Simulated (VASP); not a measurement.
An input for Quantum ESPRESSO's pw.x (written as the equivalent of a VASP run, and not itself run):

```
&CONTROL
  calculation = 'relax'
  pseudo_dir = './pseudo'
  outdir = './out'
  tprnfor = .true.
  tstress = .true.
  nstep = 50
  forc_conv_thr = 0.0012
/
&SYSTEM
  ibrav = 0
  nat = 6
  ntyp = 2
  ecutwfc = 52
  occupations = 'smearing'
  smearing = 'gaussian'
  degauss = 0.000735
  input_dft = 'pbesol'
/
&ELECTRONS
  conv_thr = 7.3e-05
  electron_maxstep = 100
/
&IONS
/
ATOMIC_SPECIES
  Si 28.085 Si.upf
  S 32.060 S.upf
CELL_PARAMETERS angstrom
    -2.8746900    4.9104500    2.7743550
     2.8746900   -4.9104500    2.7743550
     2.8746900    4.9104500   -2.7743550
ATOMIC_POSITIONS crystal
  Si   0.7424840  0.7461110  0.0062830
  Si   0.2581060  0.2551670  0.0145810
  S    0.8654170  0.7734390  0.6598790
  S    0.1263430  0.2106630  0.3195040
  S    0.6216950  0.3116580  0.9192810
  S    0.3859560  0.7029620  0.0804730
K_POINTS automatic
  4 4 4 0 0 0
```

### Question
Translate this input to VASP (INCAR, KPOINTS, POSCAR, choice of POTCAR).

### Answer
Several could match; the one computed here: 
**KPOINTS**
```
Automatic mesh
0
Gamma
4 4 4
0 0 0
```

File POSCAR:
```
SiS2
1
   -2.8746900000     4.9104500000     2.7743550000
    2.8746900000    -4.9104500000     2.7743550000
    2.8746900000     4.9104500000    -2.7743550000
Si S
2 4
Direct
  0.7424840000   0.7461110000   0.0062830000
  0.2581060000   0.2551670000   0.0145810000
  0.8654170000   0.7734390000   0.6598790000
  0.1263430000   0.2106630000   0.3195040000
  0.6216950000   0.3116580000   0.9192810000
  0.3859560000   0.7029620000   0.0804730000
```

INCAR:
```
ALGO=Normal   ! blocked Davidson
ISIF=2   ! forces and stress, cell fixed
ISMEAR=0   ! Gaussian
LCHARG=F
SYSTEM=SiS2
LASPH=T
EDIFFG=-0.03   ! ionic stop
NELM=100
LREAL=F
LWAVE=F
ENCUT=300
IBRION=2   ! conjugate gradients
EDIFF=1E-03   ! SCF stop (eV)
SIGMA=0.01   ! width (eV)
PREC=Accurate
NSW=50   ! most ionic steps
GGA=PS   ! PBEsol
```

POTCAR, in this order: Si S (PBE.64 set). Program: vasp_std.

What does not carry over: the potentials are each code's own (VASP's PAW set, PseudoDojo norm-conserving files in pw.x), so ENCUT and ecutwfc are chosen apart and not converted; conv_thr bounds pw.x's estimated SCF error, while EDIFF bounds the energy change between steps; forc_conv_thr acts on force components and is met together with etot_conv_thr.

The structure comes from a computed database's SiS2 entry; how it stands against other phases isn't given here. In the starting cell atoms are displaced from their ideal sites. This run relaxes the ions in a fixed cell. The run is one of a series of settings (EDIFF = 1E-03, EDIFFG = -0.03, IBRION = 2, NSW = 50 against the base run), some of them coarse on purpose.
